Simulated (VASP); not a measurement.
These are PBEsol GGA, VASP's PBE PAW potentials (set 64) (plane waves; VASP) values and carry that method's errors.

A VASP calculation is set up with these files.

File POSCAR:
```
CoAl
1
    2.8219163490     0.0000000000     0.0000000000
    0.0000000000     2.8219163490     0.0000000000
    0.0000000000     0.0000000000     2.8219163490
Al Co
1 1
Direct
  0.5000000000   0.5000000000   0.5000000000
  0.0000000000   0.0000000000   0.0000000000
```

### KPOINTS
```
Automatic mesh
0
Gamma
14 14 14
0 0 0
```

**INCAR**
```
SYSTEM = CoAl
PREC = Accurate
ENCUT = 400
EDIFF = 1E-7
NELM = 100
ALGO = Normal
LREAL = .FALSE.
LASPH = .TRUE.
ISMEAR = -5
GGA = PS
LMAXMIX = 4
LWAVE = .FALSE.
LCHARG = .TRUE.
LORBIT = 11
NEDOS = 601
ISIF = 2
```

POTCAR, in this order: Al Co (PBE.64 set). Program: vasp_std.

Output of the run:

### OSZICAR
```
       N       E                     dE             d eps       ncg     rms          rms(c)
DAV:   1     0.299039676360E+02    0.29904E+02   -0.45969E+03  2482   0.103E+03
DAV:   2    -0.139223424893E+02   -0.43826E+02   -0.41504E+02  2406   0.178E+02
DAV:   3    -0.149842400446E+02   -0.10619E+01   -0.10546E+01  2936   0.360E+01
DAV:   4    -0.150028411557E+02   -0.18601E-01   -0.18590E-01  2914   0.433E+00
DAV:   5    -0.150034157305E+02   -0.57457E-03   -0.57438E-03  2732   0.741E-01    0.136E+01
DAV:   6    -0.178712433590E+02   -0.28678E+01   -0.79621E+01  2680   0.134E+02    0.180E+01
DAV:   7    -0.131090830577E+02    0.47622E+01   -0.34185E+01  2636   0.845E+01    0.192E+00
DAV:   8    -0.130994506316E+02    0.96324E-02   -0.24560E-01  2518   0.421E+00    0.124E+00
DAV:   9    -0.130833912196E+02    0.16059E-01   -0.47071E-02  2916   0.297E+00    0.342E-01
DAV:  10    -0.130827536832E+02    0.63754E-03   -0.13777E-03  2890   0.514E-01    0.156E-01
DAV:  11    -0.130827303490E+02    0.23334E-04   -0.34446E-05  3040   0.569E-02    0.218E-02
DAV:  12    -0.130827214099E+02    0.89391E-05   -0.13671E-05  2722   0.512E-02    0.561E-03
DAV:  13    -0.130827208510E+02    0.55885E-06   -0.38067E-07  2430   0.551E-03    0.183E-03
DAV:  14    -0.130827203411E+02    0.50998E-06   -0.86538E-08  1280   0.345E-03    0.782E-04
DAV:  15    -0.130827205450E+02   -0.20392E-06   -0.16131E-08  1236   0.184E-03    0.130E-04
DAV:  16    -0.130827205565E+02   -0.11530E-07   -0.15134E-09  1234   0.424E-04
   1 F= -.13082721E+02 E0= -.13082721E+02  d E =0.000000E+00
```

OUTCAR:
```
------------------------ aborting loop because EDIFF is reached ----------------------------------------
  FORCE on cell =-STRESS in cart. coord.  units (eV):
  Direction    XX          YY          ZZ          XY          YZ          ZX
  --------------------------------------------------------------------------------------
  Total       -0.0164605     -0.0164605     -0.0164605     -0.0000000     -0.0000000      0.0000000
  in kB       -1.1736044     -1.1736044     -1.1736044     -0.0000000     -0.0000000      0.0000000
  external PRESSURE =      -1.1736044 kB  Pullay stress =       0.0000000 kB
  volume of cell :       22.47
      direct lattice vectors                 reciprocal lattice vectors
     2.821916349  0.000000000  0.000000000     0.354369115  0.000000000  0.000000000
     0.000000000  2.821916349  0.000000000     0.000000000  0.354369115  0.000000000
     0.000000000  0.000000000  2.821916349     0.000000000  0.000000000  0.354369115
 POSITION                                       TOTAL-FORCE (eV/Angst)
 -----------------------------------------------------------------------------------
      1.41096      1.41096      1.41096         0.000000      0.000000      0.000000
      0.00000      0.00000      0.00000         0.000000      0.000000      0.000000
 -----------------------------------------------------------------------------------
    total drift:                                0.000000     -0.000000      0.000000
  FREE ENERGIE OF THE ION-ELECTRON SYSTEM (eV)
  ---------------------------------------------------
  free  energy   TOTEN  =       -13.0827205565 eV

  energy  without entropy=      -13.0827205565  energy(sigma->0) =      -13.08272056

 total charge

# of ion       s       p       d       tot
------------------------------------------
    1        0.397   0.442   0.000   0.839
    2        0.447   0.535   7.529   8.510
--------------------------------------------------
tot          0.844   0.977   7.529   9.349
```
(Selected blocks of OUTCAR.)

For a metal the tetrahedron method with Blöchl corrections gives inexact stress and forces.

The compound is CoAl in the CsCl type structure. It was relaxed first. The run is not spin-polarised, so no magnetic state was tried.
